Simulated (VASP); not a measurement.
Here is the system:

```yaml
crystal:
  lattice:
    - [1.64698, -2.85266, 0.00000]
    - [1.64698, 2.85266, 0.00000]
    - [0.00000, 0.00000, 12.95838]
  atoms:
    - { symbol: Mo, position: [0.33333, 0.66667, 0.25000] }
    - { symbol: Mo, position: [0.66667, 0.33333, 0.75000] }
    - { symbol: Se, position: [0.33333, 0.66667, 0.87912] }
    - { symbol: Se, position: [0.66667, 0.33333, 0.37912] }
    - { symbol: Se, position: [0.66667, 0.33333, 0.12088] }
    - { symbol: Se, position: [0.33333, 0.66667, 0.62088] }
```

Method: PBE GGA with D3 dispersion (zero damping), VASP's PBE PAW potentials (set 64) (plane waves; VASP). Run with 520 eV cut-off, 9×9×2 Γ-centred mesh, tetrahedra with Blöchl corrections, potentials Mo_sv Se.

Problem. What does the run give for the energy per atom (σ→0)?

Solution. 
- energy per atom (σ→0): -6950 meV/atom

Only differences to runs with the same potentials and settings are physical.

The compound is MoSe2 in the 2H layered structure. It was relaxed first.
